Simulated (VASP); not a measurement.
Here is the system:

```
CELL_PARAMETERS angstrom
      2.98991    -2.18498     0.00000
      2.98991     2.18498     0.00000
     -1.08523     0.00000     6.45736
ATOMIC_POSITIONS crystal
  Au 0.00000 0.50000 0.00000
  Au 0.50000 0.00000 0.50000
  Cl 0.58160 0.41840 0.25000
  Cl 0.41840 0.58160 0.75000
```

Method: PBE GGA, VASP's PBE PAW potentials (set 64) (plane waves; VASP). Settings: 400 eV cut-off, 5×5×3 Γ-centred mesh, Gaussian smearing of 0.050 eV, potentials Au Cl.

Problem. Predict the energy per atom (σ→0), pressure, largest force.

Solution. 
```yaml
energy per atom (σ→0): -2.275 eV/atom
pressure: 10.79 GPa
largest_force: 0.293 eV/Å
```

Total energies compare only between runs with the same potentials, cut-off and functional.

The structure was generated: AuCl was put into the tenorite type (C2/c), which need not be its known phase. The cell was not relaxed at this level.
